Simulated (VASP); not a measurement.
An input for Ansatz (written as the equivalent of a VASP run, and not itself run):

Ansatz 0.2 input:
```yaml
crystal:
  lattice:
    - [0.0000000, 1.9000000, 1.9000000]
    - [1.9000000, 0.0000000, 1.9000000]
    - [1.9000000, 1.9000000, 0.0000000]
  atoms:
    - { symbol: Rh, position: [0.0000000, 0.0000000, 0.0000000] }
kpoints:
  mp_grid: { grid: [15, 15, 15] }
hamiltonian:
  xc: pbe
  pseudopotentials: { kind: paw }
scf:
  occupations: { method: methfessel_paxton, width: 0.1 }
  max_iter: 100
relax:
  max_steps: 60
  f_tol: 0.01
  cell: {}
output: { forces: true, stress: true, eigenvalues: true }
```

Translate this input to VASP (INCAR, KPOINTS, POSCAR, choice of POTCAR).

Several could match; the one computed here: 
INCAR:
```
! general
SYSTEM   =  Rh
PREC     =  Accurate
ENCUT    =  400
LREAL    =  .FALSE.
LASPH    =  .TRUE.   ! aspherical one-centre terms

! electronic loop
EDIFF    =  1E-6   ! SCF stop (eV)
NELM     =  100
ALGO     =  Normal   ! blocked Davidson
LMAXMIX  =  4   ! l cut-off of mixed one-centre charges

! smearing
ISMEAR   =  1   ! Methfessel-Paxton
SIGMA    =  0.1   ! width (eV)

! functional
GGA      =  PE   ! PBE

! ions
IBRION   =  2
NSW      =  60   ! most ionic steps
ISIF     =  3
EDIFFG   =  -0.01

! output
LWAVE    =  .FALSE.
LCHARG   =  .FALSE.
```

**POSCAR**
```
Rh
1
    0.0000000000     1.9000000000     1.9000000000
    1.9000000000     0.0000000000     1.9000000000
    1.9000000000     1.9000000000     0.0000000000
Rh
1
Direct
  0.0000000000   0.0000000000   0.0000000000
```

**KPOINTS**
```
Automatic mesh
0
Gamma
15 15 15
0 0 0
```

POTCAR, in this order: Rh_pv (PBE.64 set). Program: vasp_std.

What does not carry over: each code has its own PAW files, so the cut-off isn't converted (ENCUT is set for VASP's; basis.ecutwfc is left out, and Ansatz then takes the one that its files recommend); Ansatz stops its SCF on the density residual and VASP on the energy change (EDIFF).

The compound is Rh in the fcc structure. This run relaxes it. Symmetry was kept, so distortions that lower it aren't found.
